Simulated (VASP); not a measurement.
Here is a VASP 6.6.1 calculation.

Contents of INCAR:

```
SYSTEM = EuSb
  PREC = Accurate
  ENCUT = 520
  EDIFF = 1E-6
  ISMEAR = 0
  SIGMA = 0.05
  LREAL = .False.
  LASPH = .True.
  NELM = 150
  ALGO = Normal
  ISIF = 2
  LWAVE = .False.
  LCHARG = .False.
  ISPIN = 2
  MAGMOM = 7.19 0
  LORBIT = 11
  LMAXMIX = 6
  GGA = PS
  NBANDS = 22
```

KPOINTS

```
regular mesh
0
Gamma
  8 8 8
  0 0 0
```

File POSCAR:

```
EuSb
1.0
    0.0000000000      3.5362350962      3.5362350962
    3.5362350962      0.0000000000      3.5362350962
    3.5362350962      3.5362350962      0.0000000000
Eu Sb
1 1
Direct
    0.0000000000      0.0000000000      0.0000000000
    0.2500000000      0.2500000000      0.2500000000
```

Potentials or basis: VASP PAW PBE potentials, release 64 (Eu, Sb).

Run with:

```console
$ cat potpaw_PBE.64/Eu/POTCAR potpaw_PBE.64/Sb/POTCAR > POTCAR
$ mpirun -np 1 vasp_std > vasp.out
```

Q: Predict the band gap on the k mesh.

A: None (metal or under the smearing width).

Q: Predict the net moment.

A: 6.00 μB per cell.

Q: What does it give for the pressure?

A: 0.5 GPa.

Caveat: the PAW data sets were made with another functional, which shifts forces and pressure a little; spin-orbit coupling is left out, which moves the levels of the heavy elements; a cell with one magnetic atom can't hold antiferromagnetic order, which such compounds often take; without U or exact exchange the open f shell lies at the Fermi level, which spoils levels, moments and volumes. The state reached can hang on the start; a lower one may exist.
